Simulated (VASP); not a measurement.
Level of theory: PBE GGA, VASP's PBE PAW potentials (set 64) (plane waves; VASP).

VASP input:

INCAR:
```
! general
SYSTEM   =  CdS
PREC     =  Accurate
ENCUT    =  480
LREAL    =  F
LASPH    =  T

! electronic loop
EDIFF    =  1E-7
NELM     =  100
ALGO     =  Normal
LMAXMIX  =  4

! smearing
ISMEAR   =  0
SIGMA    =  0.05

! functional
GGA      =  PE

! ions
ISIF     =  2

! output
LWAVE    =  F
LCHARG   =  F
```

KPOINTS:
```
Automatic mesh
0
Gamma
6 6 4
0 0 0
```

POSCAR:
```
CdS
1
    2.0875458622    -3.6157353187     0.0000000000
    2.0875458622     3.6157353187     0.0000000000
    0.0000000000     0.0000000000     6.7808249405
Cd S
2 2
Direct
  0.6666670000   0.3333330000   0.5000029639
  0.3333330000   0.6666670000   0.0000029639
  0.6666670000   0.3333330000   0.8769970361
  0.3333330000   0.6666670000   0.3769970361
```

POTCAR, in this order: Cd S (PBE.64 set). Program: vasp_std.

Output of the run:

### OSZICAR
```
       N       E                     dE             d eps       ncg     rms          rms(c)
DAV:   1     0.240952358105E+03    0.24095E+03   -0.17083E+04   924   0.141E+03
DAV:   2     0.669803081946E-01   -0.24089E+03   -0.23641E+03  1038   0.350E+02
DAV:   3    -0.132349403439E+02   -0.13302E+02   -0.13256E+02  1128   0.830E+01
DAV:   4    -0.133808109406E+02   -0.14587E+00   -0.14583E+00  1056   0.872E+00
DAV:   5    -0.133835283144E+02   -0.27174E-02   -0.27173E-02  1152   0.115E+00    0.111E+01
DAV:   6    -0.123086436115E+02    0.10749E+01   -0.26026E+00  1184   0.165E+01    0.876E+00
DAV:   7    -0.122927987462E+02    0.15845E-01   -0.83534E-01  1080   0.532E+00    0.399E+00
DAV:   8    -0.122895876766E+02    0.32111E-02   -0.12045E-01  1080   0.370E+00    0.543E-01
DAV:   9    -0.122875886972E+02    0.19990E-02   -0.23108E-02  1148   0.196E+00    0.166E-01
DAV:  10    -0.122877526781E+02   -0.16398E-03   -0.17252E-03  1092   0.451E-01    0.112E-01
DAV:  11    -0.122878499536E+02   -0.97276E-04   -0.22090E-04  1102   0.110E-01    0.109E-01
DAV:  12    -0.122879113193E+02   -0.61366E-04   -0.20680E-04  1002   0.793E-02    0.301E-02
DAV:  13    -0.122879119902E+02   -0.67091E-06   -0.20733E-05  1116   0.320E-02    0.847E-03
DAV:  14    -0.122879128333E+02   -0.84311E-06   -0.20366E-06   996   0.989E-03    0.894E-03
DAV:  15    -0.122879122613E+02    0.57199E-06   -0.16193E-06  1124   0.750E-03    0.208E-03
DAV:  16    -0.122879122348E+02    0.26502E-07   -0.13197E-07   690   0.264E-03
   1 F= -.12287912E+02 E0= -.12287912E+02  d E =-.714330E-13
```

File OUTCAR:
```
------------------------ aborting loop because EDIFF is reached ----------------------------------------
  FORCE on cell =-STRESS in cart. coord.  units (eV):
  Direction    XX          YY          ZZ          XY          YZ          ZX
  --------------------------------------------------------------------------------------
  Total        0.7764708      0.7764707      0.8256942      0.0000000      0.0000000      0.0000000
  in kB       12.1531966     12.1531954     12.9236328      0.0000000      0.0000000      0.0000000
  external PRESSURE =      12.4100082 kB  Pullay stress =       0.0000000 kB
  volume of cell :      102.36
      direct lattice vectors                 reciprocal lattice vectors
     2.087545862 -3.615735319  0.000000000     0.239515696 -0.138284458  0.000000000
     2.087545862  3.615735319  0.000000000     0.239515696  0.138284458  0.000000000
     0.000000000  0.000000000  6.780824940     0.000000000  0.000000000  0.147474682
  FREE ENERGIE OF THE ION-ELECTRON SYSTEM (eV)
  ---------------------------------------------------
  free  energy   TOTEN  =       -12.2879122348 eV

  energy  without entropy=      -12.2879122348  energy(sigma->0) =      -12.28791223
```
(Selected blocks of OUTCAR.)

The compound is CdS in the wurtzite structure. This cell was strained or had an atom moved on purpose.
